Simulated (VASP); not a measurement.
Set up this calculation in VASP 6.6.1, as the native input.

| Quantity | Value |
| --- | --- |
| Task | relaxation of cell and atoms |
| Functional | rev-vdW-DF2 |
| Potentials or basis | VASP PAW PBE potentials, release 64 (Cs_sv, Ta_pv, S) |
| Cutoff | 600 eV |
| k mesh | 7 × 7 × 3 |
| Occupations | fermi-dirac, width 0.05 eV |
| Spin | no spin polarisation |
| Further INCAR settings | ALGO = Fast; EDIFF = 1e-06; IBRION = 2; EDIFFG = -0.02; NSW = 60; ISIF = 3 |

The structure of CsTaS2 lies in POSCAR:

```
CsTaS2
1.0
    3.5423800000      0.0000000000      0.0000000000
   -1.7711900000      3.0677900000      0.0000000000
    0.0000000000      0.0000000000      8.2684800000
Cs Ta S
1 1 2
Direct
    0.0000000000      0.0000000000      0.5000000000
    0.3333300000      0.6666700000      0.0000000000
    0.6666700000      0.3333300000      0.1817700000
    0.6666700000      0.3333300000      0.8182300000
```

The cell was built by a generator and needn't be a form met in nature.

One way to write it, as run:

INCAR

```
SYSTEM = CsTaS2
  AGGAC = 0.0
  ALGO = Fast
  EDIFF = 1E-6
  EDIFFG = -0.02
  ENCUT = 600
  GGA = MK
  IBRION = 2
  ISIF = 3
  ISMEAR = -1
  LASPH = .TRUE.
  LCHARG = .FALSE.
  LREAL = .FALSE.
  LUSE_VDW = .TRUE.
  LWAVE = .FALSE.
  NELM = 80
  NSW = 60
  PARAM1 = 0.1234
  PARAM2 = 0.711357
  PREC = Accurate
  SIGMA = 0.05
  ZAB_VDW = -1.8867
```

KPOINTS

```
k-points
0
G
  7 7 3
  0 0 0
```

Potentials or basis: VASP PAW PBE potentials, release 64 (Cs_sv, Ta_pv, S).

The run is started by

```sh
$ cat potpaw_PBE.64/Cs_sv/POTCAR potpaw_PBE.64/Ta_pv/POTCAR potpaw_PBE.64/S/POTCAR > POTCAR
$ mpirun -np 1 vasp_std > vasp.out
```

Results of the run:

| Item | Value |
| --- | --- |
| Relaxed volume | 22.02 Å³/atom |
| Relaxed cell | a = 3.516 Å, b = 3.516 Å, c = 8.230 Å, α = 90.00°, β = 90.00°, γ = 120.00° |
| Space group after relaxing (to 0.05 Å) | P-6m2 (No. 187) |
| Energy gained by relaxing | 2.2 meV/atom |
| Ionic steps | 6 |
| Pressure after relaxing | 0.0 GPa |
| Largest force after relaxing | 0.011 eV/Å |
| Band gap on the k mesh | 0.28 eV, indirect (least direct gap 0.83 eV) |

Caveat: the PAW data sets were made with another functional, which shifts forces and pressure a little; spin-orbit coupling is left out, which moves the levels of the heavy elements; an odd mesh through Γ misses points on the zone boundary, where band edges often lie.

Run time: 16 min on 1 thread of Intel(R) Xeon(R) Platinum 8175M CPU @ 2.50GHz (Skylake/Cascade Lake), with other jobs on the host, peak memory 0.57 GiB.
